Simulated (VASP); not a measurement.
Consider the following.

```xyz
63
Lattice="10.9371 0.0000 0.0000 0.0000 10.9371 0.0000 0.0000 0.0000 10.9371" Properties=species:S:1:pos:R:3 pbc="T T T"
Si     5.4669     0.0062     0.0025
Si     6.8410     1.3902     1.3885
Si     8.1994     2.7376     0.0000
Si     9.5425     4.0963     1.3941
Si     8.1989     0.0009     2.7377
Si     9.5477     1.3908     4.0953
Si     0.0001    10.9335    10.9356
Si     1.3620     1.3706     1.3701
Si     2.7401     2.7151     0.0022
Si     4.1053     4.1220     1.3758
Si     5.4669     5.4686    10.9276
Si     6.8138     6.8257     1.3801
Si     8.2197     8.1931     0.0061
Si     9.5636     9.5734     1.3718
Si     2.7398     0.0027     2.7148
Si     4.1062     1.3771     4.1211
Si     5.4502     2.7306     2.7284
Si     8.1941     5.4745     2.7427
Si     9.5562     6.8258     4.1230
Si     5.4686    10.9288     5.4674
Si     6.8157     1.3776     6.8278
Si     8.2071     2.7327     5.4832
Si     9.5600     4.1227     6.8301
Si     8.2215     0.0030     8.1952
Si     9.5650     1.3711     9.5746
Si    10.9288     5.4682     0.0063
Si     1.3524     6.8382     1.3504
Si     2.7384     8.1973    10.9241
Si     4.0987     9.5823     1.3497
Si     0.0001     2.7374     2.7366
Si     1.3660     4.1024     4.1002
Si     2.7093     5.4713     2.7097
Si     4.0839     6.8539     4.0109
Si     5.4666     8.2272     2.7092
Si     6.8353     9.5707     4.1010
Si    10.9323     0.0058     5.4697
Si     1.3556     1.3529     6.8377
Si     2.7113     2.7122     5.4690
Si     4.0870     4.0156     6.8487
Si     6.9240     6.8537     6.8518
Si     8.2266     8.2270     5.4703
Si     9.5867     9.5818     6.8377
Si     2.7391    10.9253     8.1970
Si     4.0996     1.3536     9.5786
Si     5.4687     2.7128     8.2234
Si     6.8357     4.1026     9.5709
Si     8.2258     5.4711     8.2261
Si     9.5851     6.8382     9.5825
Si    10.9291     8.1934     2.7161
Si     1.3614     9.5714     4.1035
Si     0.0094     5.4688     5.4689
Si     1.3803     6.8329     6.8310
Si     2.7514     8.1860     5.4584
Si     4.1057     9.5582     6.8306
Si    10.9324     2.7156     8.1963
Si     1.3626     4.1051     9.5727
Si     2.7523     5.4591     8.1836
Si     4.1047     6.8325     9.5562
Si     5.4780     8.1858     8.1848
Si     6.8336     9.5719     9.5734
Si     0.0130     8.1975     8.1979
Si     1.3669     9.5703     9.5697
Ga     5.4269     5.5158     5.5088
```
Cell charge +1.

Level of theory: HSE06 screened hybrid, VASP's PBE PAW potentials (set 64) (plane waves; VASP). Numerical set-up: PREC = Normal, LREAL = Auto, ISYM = 0, NELECT = 250.0, EDIFF = 1E-5, 400 eV cut-off, 1×1×1 Γ-centred mesh, Gaussian smearing of 0.050 eV, potentials Si Ga.

The cell is charged, with a uniform compensating background. The supercell is sampled at Γ alone, which is coarse: total energies, pressure and levels can be off, energies of defects by several tenths of an eV.

Question: Estimate the energy per atom (σ→0), largest force.

Answer: 
| Property | Value |
|---|---|
| energy per atom (σ→0) | -6.202 eV/atom |
| largest force | 0.01053 Ry/bohr |

The cell is a supercell with a defect, built from Si (diamond): Ga_Si-vac_Si, charge +1. The cell's shape comes from a PBE relaxation. The run is not spin-polarised, so no state with unpaired spins was tried.
